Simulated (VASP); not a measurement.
The system is Zn3H.

```
Zn H
1.0
     0.00000    2.99658    2.99658
     2.99658    0.00000    2.99658
     2.99658    2.99658    0.00000
Zn H
3 1
Cartesian
  2.9966 2.9966 2.9966
  1.4983 1.4983 1.4983
  4.4949 4.4949 4.4949
  0.0000 0.0000 0.0000
```

The cell was built by a generator and needn't be a form met in nature.

Program: VASP 6.6.1. Alike in all runs: task band structure; no spin polarisation; cell as given; k mesh 6 × 6 × 6; cutoff (eV) 520; smearing fermi-dirac 0.05 eV. Hardware: 1 thread of Intel(R) Xeon(R) 6975P-C (Granite Rapids), with other jobs on the host.

Question: Order these runs on this cell by their wall time, lowest first.
A. level LDA; potentials or basis VASP PAW LDA potentials, release 64 (Zn, H)
B. level TB-mBJ; potentials or basis VASP PAW PBE potentials, release 64 (Zn, H)
C. level SCAN; potentials or basis VASP PAW PBE potentials, release 64 (Zn, H)

Answer: A (24 s), B (58 s), C (120 s).

Runs at the PBE level aren't shown here.
